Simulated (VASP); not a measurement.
Output of a VASP run:

**OSZICAR**
```
       N       E                     dE             d eps       ncg     rms          rms(c)
DAV:   1     0.354007573465E+02    0.35401E+02   -0.57062E+03  2682   0.209E+03
DAV:   2    -0.420149670605E+01   -0.39602E+02   -0.37668E+02  2624   0.197E+02
DAV:   3    -0.462418843131E+01   -0.42269E+00   -0.42139E+00  3126   0.297E+01
DAV:   4    -0.462719770974E+01   -0.30093E-02   -0.30088E-02  3196   0.222E+00
DAV:   5    -0.462723246839E+01   -0.34759E-04   -0.34757E-04  3118   0.187E-01    0.772E+00
DAV:   6    -0.406204468528E+01    0.56519E+00   -0.16267E+01  2741   0.953E+01    0.368E+00
DAV:   7    -0.372454970623E+01    0.33749E+00   -0.24616E+00  2773   0.367E+01    0.617E-01
DAV:   8    -0.371224716348E+01    0.12303E-01   -0.47113E-03  2903   0.110E+00    0.286E-01
DAV:   9    -0.371079617514E+01    0.14510E-02   -0.10004E-02  2925   0.217E+00    0.312E-02
DAV:  10    -0.371079751516E+01   -0.13400E-05   -0.41244E-05  3876   0.130E-01    0.897E-03
DAV:  11    -0.371079588828E+01    0.16269E-05   -0.16918E-06  1931   0.295E-02    0.272E-04
DAV:  12    -0.371079596241E+01   -0.74131E-07   -0.59310E-08  1427   0.333E-03
   1 F= -.43180149E+01 E0= -.43180159E+01  d E =-.431801E+01
```

File OUTCAR:
```
------------------------ aborting loop because EDIFF is reached ----------------------------------------
 Edisp (eV)   -0.60722
  FORCE on cell =-STRESS in cart. coord.  units (eV):
  Direction    XX          YY          ZZ          XY          YZ          ZX
  --------------------------------------------------------------------------------------
  Total      -0.00217    -0.00217    -0.00217    -0.00000    -0.00000     0.00000
  in kB      -0.30596    -0.30596    -0.30596    -0.00000    -0.00000     0.00000
  external pressure =       -0.31 kB  Pullay stress =        0.00 kB
  volume of cell :       11.36
      direct lattice vectors                 reciprocal lattice vectors
     0.000000000  1.784057135  1.784057135    -0.280260083  0.280260083  0.280260083
     1.784057135  0.000000000  1.784057135     0.280260083 -0.280260083  0.280260083
     1.784057135  1.784057135  0.000000000     0.280260083  0.280260083 -0.280260083
 POSITION                                       TOTAL-FORCE (eV/Angst)
 -----------------------------------------------------------------------------------
      0.00000      0.00000      0.00000         0.000000      0.000000      0.000000
 -----------------------------------------------------------------------------------
    total drift:                               -0.000000     -0.000000     -0.000000
  FREE ENERGIE OF THE ION-ELECTRON SYSTEM (eV)
  ---------------------------------------------------
  free  energy   TOTEN  =        -4.3180148889 eV

  energy  without entropy=       -4.3180179993  energy(sigma->0) =       -4.31801593

 reached required accuracy - stopping structural energy minimisation
```
(Selected blocks of OUTCAR.)

POSCAR:
```
Cu
1
   -0.0000000000     1.7840571348     1.7840571348
    1.7840571348     0.0000000000     1.7840571348
    1.7840571348     1.7840571348    -0.0000000000
Cu
1
Direct
  0.0000000000   0.0000000000   0.0000000000
```

**Question.** Write an INCAR and KPOINTS that could have produced this output.

**Answer.** Several could match; the one computed here: the input of the run itself, PBE GGA with D3 dispersion (Becke-Johnson damping), plane waves, VASP's PBE PAW potentials (set 64).

**KPOINTS**
```
Automatic mesh
0
Gamma
16 16 16
0 0 0
```

INCAR:
```
SYSTEM=Cu
PREC=Accurate; ENCUT=520; LREAL=.FALSE.
LASPH=.TRUE.
EDIFF=1E-6; NELM=100; ALGO=Normal
LMAXMIX=4
ISMEAR=1; SIGMA=0.1
GGA=PE; IVDW=12
IBRION=2; NSW=60; ISIF=3
EDIFFG=-0.01
LWAVE=.FALSE.; LCHARG=.FALSE.
```

POTCAR, in this order: Cu (PBE.64 set). Program: vasp_std.

The compound is Cu in the fcc structure. It was relaxed first. The start is the result of an earlier pass.
